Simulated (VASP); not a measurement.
# AlCr2C: how cutoff and mesh change the relaxed cell, part 2 of 2

Aim: test the relaxed volume of AlCr2C against cutoff and mesh. The starting structure is a computed structure from the Materials Project. The first relaxation on each setting starts from this cell expanded by 3 % in volume.

VASP 6.6.1.

Results so far: reference 10.78 Å³ an atom; a cutoff of 400 eV 10.72 Å³ an atom.

## 4. Relaxation with a 7×7×2 mesh

Level of this step: PBEsol, spin-polarised from an antiferromagnetic start; plane waves and PAW (Cr_pv, Al, C) (VASP).

Against step 2 the input has a 7×7×2 mesh. This run starts from the cell of an earlier relaxation, which isn't shown; the restart sets up the plane waves anew.

File INCAR:

```
SYSTEM = AlCr2C
PREC = Accurate
ENCUT = 520
EDIFF = 1E-06
NELM = 100
ISMEAR = 1
SIGMA = 0.15
LREAL = .FALSE.
ALGO = Normal
GGA = PS
NBANDS = 43
ISPIN = 2
MAGMOM = 3 -3 3 -3 0 0 0 0
LASPH = .TRUE.
LMAXMIX = 4
LORBIT = 11
LWAVE = .FALSE.
LCHARG = .FALSE.
KPAR = 8
IBRION = 2
NSW = 50
ISIF = 3
EDIFFG = -0.006
```

File POSCAR:

```
AlCr2C
1.0
    2.8098049541      0.0000000000      0.0000000000
   -1.4049024770      2.4333624700      0.0000000000
    0.0000000000      0.0000000000     12.6094984956
Cr Al C
4 2 2
Direct
    0.3333333333      0.6666666667      0.0844592296
    0.6666666667      0.3333333333      0.5844592296
    0.6666666667      0.3333333333      0.9155407704
    0.3333333333      0.6666666667      0.4155407704
    0.3333333333      0.6666666667      0.7500000000
    0.6666666667      0.3333333333      0.2500000000
    0.0000000000      0.0000000000      0.0000000000
    0.0000000000      0.0000000000      0.5000000000
```

File KPOINTS:

```
Automatic mesh
0
Gamma
7 7 2
0 0 0
```

PAW data sets: Cr_pv, Al and C (PBE family, release 64).

Command:

```bash
> mpirun -np 8 vasp_std
```

The log of the run:

```text
[... set-up lines as in an earlier step ...]
 entering main loop
       N       E                     dE             d eps       ncg     rms          rms(c)
DAV:   1     0.747612059978E+03    0.74761E+03   -0.33244E+04  2752   0.163E+03
DAV:   2    -0.187188680106E+02   -0.76633E+03   -0.73442E+03  2758   0.497E+02
DAV:   3    -0.804739576950E+02   -0.61755E+02   -0.59415E+02  3448   0.144E+02
DAV:   4    -0.825304728223E+02   -0.20565E+01   -0.20344E+01  3373   0.243E+01
[...]
DAV:  16    -0.702825425668E+02   -0.27196E-04   -0.12849E-04  3858   0.724E-02    0.295E-02
DAV:  17    -0.702825400526E+02    0.25142E-05   -0.19805E-05  3281   0.333E-02    0.108E-02
DAV:  18    -0.702825403650E+02   -0.31246E-06   -0.29104E-06  2612   0.130E-02
   1 F= -.70282540E+02 E0= -.70284850E+02  d E =-.702825E+02  mag=     0.0000
[...]
reached required accuracy - stopping structural energy minimisation
```

Elapsed: 43 s, on 8 MPI ranks of Intel Xeon Platinum 8259CL at 2.50GHz (Skylake/Cascade Lake), shared host; peak memory 2.5 GiB.

OUTCAR, selected parts (step 4):

```text
  Total       -0.0177361     -0.0177361      0.0076232     -0.0000000      0.0000000      0.0000000
  in kB       -0.3296010     -0.3296010      0.1416668     -0.0000000      0.0000000      0.0000000
  external PRESSURE =      -0.1725117 kB  Pullay stress =       0.0000000 kB

 POSITION                                       TOTAL-FORCE (eV/Angst)
 -----------------------------------------------------------------------------------
     -0.00000      1.62224      1.06499         0.000000      0.000000     -0.002604
      1.40490      0.81112      7.36974         0.000000     -0.000000     -0.002604
      1.40490      0.81112     11.54451        -0.000000     -0.000000      0.002604
     -0.00000      1.62224      5.23976        -0.000000      0.000000      0.002604
     -0.00000      1.62224      9.45712        -0.000000      0.000000      0.000000
      1.40490      0.81112      3.15237        -0.000000      0.000000      0.000000
      0.00000      0.00000      0.00000        -0.000000      0.000000      0.000000
      0.00000      0.00000      6.30475        -0.000000      0.000000      0.000000
 -----------------------------------------------------------------------------------
    total drift:                                0.000000     -0.000000      0.000000

  FREE ENERGIE OF THE ION-ELECTRON SYSTEM (eV)
  ---------------------------------------------------
  free  energy   TOTEN  =       -70.2825403650 eV

  energy  without entropy=      -70.2894707344  energy(sigma->0) =      -70.28485049

[... 2 parts as in an earlier step ...]

[... 3 further parts left out ...]
[key lines of the parts left out:]
E-fermi :  10.2349
```

With a 7×7×2 mesh the cell ends at 10.777 Å³ an atom, -0.04 % from the reference.

## 5. Relaxation with a cutoff of 680 eV

Against step 2 the input has ENCUT = 680. This run starts from the cell of an earlier relaxation, which isn't shown; the restart sets up the plane waves anew.

INCAR: that of step 4 with these lines changed.

```diff
@@ -2,3 +2,3 @@
 PREC = Accurate
-ENCUT = 520
+ENCUT = 680
 EDIFF = 1E-06
```

File POSCAR:

```
AlCr2C
1.0
    2.8139133955      0.0000000000      0.0000000000
   -1.4069566977      2.4369204846      0.0000000000
    0.0000000000      0.0000000000     12.5721700720
Cr Al C
4 2 2
Direct
    0.3333333333      0.6666666667      0.0844897326
    0.6666666667      0.3333333333      0.5844897326
    0.6666666667      0.3333333333      0.9155102674
    0.3333333333      0.6666666667      0.4155102674
    0.3333333333      0.6666666667      0.7500000000
    0.6666666667      0.3333333333      0.2500000000
    0.0000000000      0.0000000000      0.0000000000
    0.0000000000      0.0000000000      0.5000000000
```

File KPOINTS:

```
Automatic mesh
0
Gamma
12 12 4
0 0 0
```

Command:

```bash
> mpirun -np 8 vasp_std
```

The log of the run:

```text
[... set-up lines as in an earlier step ...]
 entering main loop
       N       E                     dE             d eps       ncg     rms          rms(c)
DAV:   1     0.828683564518E+03    0.82868E+03   -0.38422E+04  9804   0.196E+03
DAV:   2    -0.119181178313E+02   -0.84060E+03   -0.80698E+03  9807   0.551E+02
DAV:   3    -0.800901955902E+02   -0.68172E+02   -0.65230E+02 12439   0.156E+02
DAV:   4    -0.825290728362E+02   -0.24389E+01   -0.24068E+01 12160   0.270E+01
[...]
DAV:  16    -0.702617873203E+02    0.70380E-05   -0.59488E-05 12816   0.411E-02    0.149E-02
DAV:  17    -0.702617862564E+02    0.10638E-05   -0.61139E-06 10926   0.161E-02    0.644E-03
DAV:  18    -0.702617862407E+02    0.15737E-07   -0.91986E-07  6041   0.501E-03
   1 F= -.70261786E+02 E0= -.70263168E+02  d E =-.702618E+02  mag=     0.0000
[...]
reached required accuracy - stopping structural energy minimisation
```

Run time: 1.8 min. Hardware: 8 MPI ranks; peak memory 4.8 GiB; 14 min of CPU time.

Parts of OUTCAR (step 5):

```text
  Total       -0.0163240     -0.0163240     -0.0226700     -0.0000000     -0.0000000     -0.0000000
  in kB       -0.3033718     -0.3033718     -0.4213082     -0.0000000     -0.0000000     -0.0000000
  external PRESSURE =      -0.3426839 kB  Pullay stress =       0.0000000 kB

 POSITION                                       TOTAL-FORCE (eV/Angst)
 -----------------------------------------------------------------------------------
     -0.00000      1.62461      1.06222         0.000000     -0.000000     -0.000705
      1.40696      0.81231      7.34830         0.000000      0.000000     -0.000705
      1.40696      0.81231     11.50995        -0.000000      0.000000      0.000705
     -0.00000      1.62461      5.22387         0.000000     -0.000000      0.000705
     -0.00000      1.62461      9.42913        -0.000000      0.000000      0.000000
      1.40696      0.81231      3.14304        -0.000000      0.000000      0.000000
      0.00000      0.00000      0.00000        -0.000000      0.000000      0.000000
      0.00000      0.00000      6.28609        -0.000000      0.000000      0.000000
 -----------------------------------------------------------------------------------
    total drift:                               -0.000000      0.000000     -0.000000

  FREE ENERGIE OF THE ION-ELECTRON SYSTEM (eV)
  ---------------------------------------------------
  free  energy   TOTEN  =       -70.2617862407 eV

  energy  without entropy=      -70.2659328826  energy(sigma->0) =      -70.26316845

[... 3 parts as in an earlier step ...]

[... 2 further parts left out ...]
[key lines of the parts left out:]
E-fermi :  10.1932
```

With a cutoff of 680 eV the cell ends at 10.776 Å³ an atom, -0.05 % from the reference.

## 6. Relaxation with an 18×18×4 mesh

Against step 2 the input has an 18×18×4 mesh. This run starts from the cell of an earlier relaxation, which isn't shown; the restart sets up the plane waves anew.

INCAR: that of step 5 with these lines changed.

```diff
@@ -2,3 +2,3 @@
 PREC = Accurate
-ENCUT = 680
+ENCUT = 520
 EDIFF = 1E-06
```

File POSCAR:

```
AlCr2C
1.0
    2.8127739154      0.0000000000      0.0000000000
   -1.4063869576      2.4359336659      0.0000000000
    0.0000000000      0.0000000000     12.5897126525
Cr Al C
4 2 2
Direct
    0.3333333333      0.6666666667      0.0844488363
    0.6666666667      0.3333333333      0.5844488363
    0.6666666667      0.3333333333      0.9155511637
    0.3333333333      0.6666666667      0.4155511637
    0.3333333333      0.6666666667      0.7500000000
    0.6666666667      0.3333333333      0.2500000000
    0.0000000000      0.0000000000      0.0000000000
    0.0000000000      0.0000000000      0.5000000000
```

File KPOINTS:

```
Automatic mesh
0
Gamma
18 18 4
0 0 0
```

Command:

```bash
> mpirun -np 8 vasp_std
```

The log of the run:

```text
[... set-up lines as in an earlier step ...]
 entering main loop
       N       E                     dE             d eps       ncg     rms          rms(c)
DAV:   1     0.745294162128E+03    0.74529E+03   -0.33231E+04 19124   0.163E+03
DAV:   2    -0.188770968290E+02   -0.76417E+03   -0.73212E+03 19127   0.496E+02
DAV:   3    -0.803474844483E+02   -0.61470E+02   -0.58908E+02 23932   0.144E+02
DAV:   4    -0.825361047809E+02   -0.21886E+01   -0.21616E+01 23525   0.250E+01
[...]
DAV:  15    -0.702597954003E+02    0.15793E-04   -0.16293E-04 25024   0.723E-02    0.297E-02
DAV:  16    -0.702597926239E+02    0.27765E-05   -0.15906E-05 25181   0.233E-02    0.956E-03
DAV:  17    -0.702597922947E+02    0.32912E-06   -0.17001E-06 14547   0.969E-03
   1 F= -.70259792E+02 E0= -.70261796E+02  d E =-.702598E+02  mag=     0.0000
[...]
reached required accuracy - stopping structural energy minimisation
```

Run time: 2.5 min. Hardware: 8 MPI ranks; peak memory 5.5 GiB.

OUTCAR, selected parts (step 6):

```text
  Total        0.0007145      0.0007145      0.0124167      0.0000000      0.0000000      0.0000000
  in kB        0.0132713      0.0132713      0.2306212      0.0000000      0.0000000      0.0000000
  external PRESSURE =       0.0857213 kB  Pullay stress =       0.0000000 kB

 POSITION                                       TOTAL-FORCE (eV/Angst)
 -----------------------------------------------------------------------------------
     -0.00000      1.62396      1.06319        -0.000000      0.000000     -0.002692
      1.40639      0.81198      7.35804         0.000000     -0.000000     -0.002692
      1.40639      0.81198     11.52653         0.000000     -0.000000      0.002692
     -0.00000      1.62396      5.23167        -0.000000      0.000000      0.002692
     -0.00000      1.62396      9.44228         0.000000     -0.000000     -0.000000
      1.40639      0.81198      3.14743        -0.000000     -0.000000     -0.000000
      0.00000      0.00000      0.00000        -0.000000     -0.000000     -0.000000
      0.00000      0.00000      6.29486        -0.000000     -0.000000     -0.000000
 -----------------------------------------------------------------------------------
    total drift:                               -0.000000      0.000000     -0.000000

  FREE ENERGIE OF THE ION-ELECTRON SYSTEM (eV)
  ---------------------------------------------------
  free  energy   TOTEN  =       -70.2597922947 eV

  energy  without entropy=      -70.2658021157  energy(sigma->0) =      -70.26179557

 magnetization (x)
# of ion       s       p       d       tot
------------------------------------------
    1       -0.000  -0.000   0.000   0.000
    2        0.000   0.000  -0.000  -0.000
    3       -0.000  -0.000   0.000   0.000
    4        0.000   0.000  -0.000  -0.000
    5        0.000   0.000   0.000   0.000
    6        0.000   0.000   0.000   0.000
    7       -0.000  -0.000   0.000  -0.000
    8        0.000   0.000   0.000   0.000
--------------------------------------------------
tot          0.000   0.000   0.000   0.000

[... 1 part as in an earlier step ...]

[... 3 further parts left out ...]
[key lines of the parts left out:]
E-fermi :  10.2047
```

With an 18×18×4 mesh the cell ends at 10.783 Å³ an atom, +0.01 % from the reference.

## 7. Comparison

| run | volume (Å³/atom) | change (%) | pressure left (GPa) | core minutes |
| --- | --- | --- | --- | --- |
| reference | 10.782 | - | -0.02 | 77.5 |
| a cutoff of 400 eV | 10.716 | -0.61 | 0.01 | 63.7 |
| a 7×7×2 mesh | 10.777 | -0.04 | -0.02 | 25.1 |
| a cutoff of 680 eV | 10.776 | -0.05 | -0.03 | 65.2 |
| an 18×18×4 mesh | 10.783 | 0.01 | 0.01 | 87.3 |

Core minutes are wall time times ranks, summed over the relaxations behind a row (those for a bulk modulus apart), on shared hosts.

## 8. Outcome

| Item | Value |
| --- | --- |
| volume of the reference | 10.78 Å³/atom |
| volume against the reference, a cutoff of 400 eV | -0.61 % |
| volume against the reference, a 7×7×2 mesh | -0.04 % |
| volume against the reference, a cutoff of 680 eV | -0.05 % |
| volume against the reference, an 18×18×4 mesh | +0.01 % |

The volume moves most with a cutoff of 400 eV: -0.61 % against the reference (520 eV, 12×12×4 mesh). On finer settings it changes by -0.05 % with a cutoff of 680 eV and +0.01 % with an 18×18×4 mesh, not denser along every axis. The relaxations stop with up to 0.03 GPa left, which at a bulk modulus of 50 GPa, to name a scale, is 0.07 % of the volume, and more along a soft axis. A cell that shrinks at the lower cutoff is the usual mark of Pulay stress, the error that a plane-wave basis makes when it is kept while the volume changes. Further runs on this material are not shown.

[Lines on the potential files, build, host, timing and source positions are cut from VASP's logs without a mark.]

[Logs are printed without paths, hosts, clocks, repeated set-up lines and the standing remarks that a program may print on its own settings, such as how far it seeks lower states.]

[Hosts, paths, dates, database ids (printed as entryN), source tags and the programs' standing remarks are cut or masked in the printed files.]
